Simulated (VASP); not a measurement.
Computed with LDA (Ceperley-Alder, Perdew-Zunger), VASP's LDA PAW potentials (set 64) (plane waves; VASP).

A VASP calculation is set up with these files.

### KPOINTS
```
K-points
0
G
  1 1 1
0 0 0
```

INCAR:
```
SYSTEM = AuZn
PREC = Accurate; ENCUT = 180; LREAL = F
LASPH = T
EDIFF = 1E-6; NELM = 100; ALGO = Normal
LMAXMIX = 6
ISMEAR = 1; SIGMA = 0.272
ISIF = 2
LWAVE = F; LCHARG = F
```

File POSCAR:
```
AuZn
3.194730
  1.0000000000   0.0000000000   0.0000000000
  0.0000000000   1.0000000000   0.0000000000
  0.0000000000   0.0000000000   1.0000000000
Zn Au
1 1
Cart
  0.5000000000   0.5000000000   0.5000000000
  0.0000000000   0.0000000000   0.0000000000
```

POTCAR, in this order: Zn Au (LDA.64 set). Program: vasp_std.

The run wrote:

OSZICAR:
```
       N       E                     dE             d eps       ncg     rms          rms(c)
DAV:   1     0.651449227341E+02    0.65145E+02   -0.63368E+03    30   0.728E+02
DAV:   2    -0.530555826143E+01   -0.70450E+02   -0.69844E+02    37   0.195E+02
DAV:   3    -0.612534910106E+01   -0.81979E+00   -0.81243E+00    30   0.239E+01
DAV:   4    -0.612661010858E+01   -0.12610E-02   -0.12609E-02    30   0.863E-01
DAV:   5    -0.612661535354E+01   -0.52450E-05   -0.52454E-05    30   0.583E-02    0.811E+00
DAV:   6    -0.549435932925E+01    0.63226E+00   -0.25364E+00    30   0.342E+01    0.349E+00
DAV:   7    -0.546227580845E+01    0.32084E-01   -0.17139E-01    30   0.449E+00    0.118E+00
DAV:   8    -0.545909338575E+01    0.31824E-02   -0.35430E-03    30   0.591E-01    0.415E-01
DAV:   9    -0.545863687675E+01    0.45651E-03   -0.72344E-04    30   0.283E-01    0.594E-02
DAV:  10    -0.545864212403E+01   -0.52473E-05   -0.48426E-05    30   0.959E-02    0.882E-03
DAV:  11    -0.545864137684E+01    0.74718E-06   -0.51139E-06    30   0.334E-02
   1 F= -.54586414E+01 E0= -.54194077E+01  d E =-.117701E+00
```

OUTCAR:
```
------------------------ aborting loop because EDIFF is reached ----------------------------------------
  FORCE on cell =-STRESS in cart. coord.  units (eV):
  Direction    XX          YY          ZZ          XY          YZ          ZX
  --------------------------------------------------------------------------------------
  Total      -26.1793753    -26.1793753    -26.1793753      0.0000000      0.0000000     -0.0000000
  in kB    -1286.3743799  -1286.3743799  -1286.3743799      0.0000000      0.0000000     -0.0000000
  external PRESSURE =   -1286.3743799 kB  Pullay stress =       0.0000000 kB
  volume of cell :       32.61
      direct lattice vectors                 reciprocal lattice vectors
     3.194730000  0.000000000  0.000000000     0.313015497  0.000000000  0.000000000
     0.000000000  3.194730000  0.000000000     0.000000000  0.313015497  0.000000000
     0.000000000  0.000000000  3.194730000     0.000000000  0.000000000  0.313015497
 POSITION                                       TOTAL-FORCE (eV/Angst)
 -----------------------------------------------------------------------------------
      1.59736      1.59736      1.59736         0.000000      0.000000      0.000000
      0.00000      0.00000      0.00000         0.000000      0.000000      0.000000
 -----------------------------------------------------------------------------------
    total drift:                                0.000000     -0.000000      0.000000
  FREE ENERGIE OF THE ION-ELECTRON SYSTEM (eV)
  ---------------------------------------------------
  free  energy   TOTEN  =        -5.4586413768 eV

  energy  without entropy=       -5.3409404381  energy(sigma->0) =       -5.41940773
```
(Selected blocks of OUTCAR.)

At this cut-off the stress carries a Pulay error, which pulls relaxed volumes low.

The structure is a typed AuZn crystal. The cell was not relaxed at this level. The k-mesh is coarse (spacing up to 1.97 per Å, 2π included), so the numbers may not be converged in it. The run is one of a series of settings (ENCUT = 180, KPOINTS 1×1×1 Γ-centred mesh against the base run), some of them coarse on purpose. The electron count is odd and the run is not spin-polarised, which forces a metal.
